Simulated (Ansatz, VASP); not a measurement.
# Ge3Rh in VASP and in Ansatz

```
CELL_PARAMETERS angstrom
5.14183 0.00000 0.00000
0.00000 5.14183 0.00000
0.00000 0.00000 5.14183
ATOMIC_POSITIONS crystal
Ge 0.25000 0.00000 0.50000
Ge 0.50000 0.75000 0.00000
Ge 0.75000 0.00000 0.50000
Ge 0.50000 0.25000 0.00000
Ge 0.00000 0.50000 0.75000
Ge 0.00000 0.50000 0.25000
Rh 0.00000 0.00000 0.00000
Rh 0.50000 0.50000 0.50000
```

Change from the starting cell: species swapped into the Zr3Sn type (Pm-3n, No. 223).

Alike in both runs: task relaxation of cell and atoms; functional PBE; k mesh 8 × 8 × 8; occupations gaussian, width 0.1 eV; no spin polarisation.

```csv
,VASP,Ansatz
version,VASP 6.6.1,Ansatz 0.2.0
potentials or method,"VASP PAW PBE potentials, release 64 (Ge_d, Rh_pv)","scalar-relativistic, plane waves, PAW"
plane-wave cutoff (eV),600,420
valence electrons in the cell,114,118
```

|  | VASP | Ansatz | Ansatz less VASP |
| --- | --- | --- | --- |
| gap on the k mesh at the Fermi level, each at its own relaxed structure (eV) | none | none | - |
| relaxed volume (Å³/atom) | 16.97 | 16.96 | -0.010 |
| relaxed cell length with the largest relative difference (Å) | 5.139 | 5.138 | -0.0011 |

A gap of «none» marks a metal or a gap that the smearing closes. The two sets of potentials don't hold the same shells in valence.
